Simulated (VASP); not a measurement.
Computed with r2SCAN meta-GGA, VASP's PBE PAW potentials (set 64) (plane waves; VASP). For the first row: Run with 400 eV cut-off, 8×8×5 Γ-centred mesh, tetrahedra with Blöchl corrections, potentials Ta_pv Si.

```tsv
system	energy (eV/atom)
TaSi₂ (space group P6_422)	-22.4929
Ta (bcc)	-48.5805
Si (diamond)	-8.7749
```

The references are the elements' solids at the same level; no temperature or zero-point terms are added.

Question: What is the formation energy per atom of TaSi$_{2}$?

Answer: The references average (3×(-48.5805) + 6×(-8.7749))/9 = -22.0434 eV, so the formation energy is -22.4929 − (-22.0434) = -0.449 eV/atom.
